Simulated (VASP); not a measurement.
Method: SCAN meta-GGA, VASP's PBE PAW potentials (set 64) (plane waves; VASP).

The input files of a VASP run:

**POSCAR**
```
Pt
1
    0.0000000000     1.9600000000     1.9600000000
    1.9600000000     0.0000000000     1.9600000000
    1.9600000000     1.9600000000     0.0000000000
Pt
1
Direct
  0.0000000000   0.0000000000   0.0000000000
```

**INCAR**
```
ISIF  =  3
NELM  =  100   ! most electronic steps
METAGGA  =  SCAN
LCHARG  =  .False.
LREAL  =  .False.
PREC  =  Accurate
LASPH  =  .True.
IBRION  =  2   ! conjugate gradients
SYSTEM  =  Pt
LMIXTAU  =  .True.
LWAVE  =  .False.
EDIFF  =  1E-6   ! SCF stop (eV)
EDIFFG  =  -0.01
ISMEAR  =  1   ! Methfessel-Paxton
ENCUT  =  520
NSW  =  60
ALGO  =  Normal
LMAXMIX  =  6   ! l cut-off of mixed one-centre charges
SIGMA  =  0.1
```

KPOINTS:
```
Automatic mesh
0
Gamma
14 14 14
0 0 0
```

POTCAR, in this order: Pt (PBE.64 set). Program: vasp_std.

Unless said otherwise, spin-orbit coupling is left out, though it shifts the bands of the heavy elements here.

Task: Estimate the energy per atom (σ→0), volume per atom, band gap (on the k-mesh).

Result: 
| Quantity | Result |
|---|---|
| energy per atom (σ→0) | -70.263 eV/atom |
| band gap (on the k-mesh) | none (metal, semimetal or under 0.01 eV) |
| volume per atom | 14.79 Å³/atom |

OSZICAR:
```
...
DAV:   4    -0.702630908343E+02    0.13388E-05   -0.67215E-05  1866   0.646E-02    0.955E-03
DAV:   5    -0.702630909709E+02   -0.13664E-06   -0.22317E-06   939   0.170E-02
   6 F= -.70263091E+02 E0= -.70263065E+02  d E =0.459600E-06
       N       E                     dE             d eps       ncg     rms          rms(c)
DAV:   1    -0.702630921433E+02   -0.13091E-05   -0.14333E-04  1911   0.135E-01    0.224E-02
DAV:   2    -0.702630894759E+02    0.26674E-05   -0.23228E-05  1872   0.366E-02    0.668E-03
DAV:   3    -0.702630893950E+02    0.80915E-07   -0.28310E-06  1852   0.162E-02
   7 F= -.70263089E+02 E0= -.70263063E+02  d E =0.203552E-05
```

The compound is Pt in the fcc structure. This run relaxes it. Symmetry was kept, so distortions that lower it aren't found.
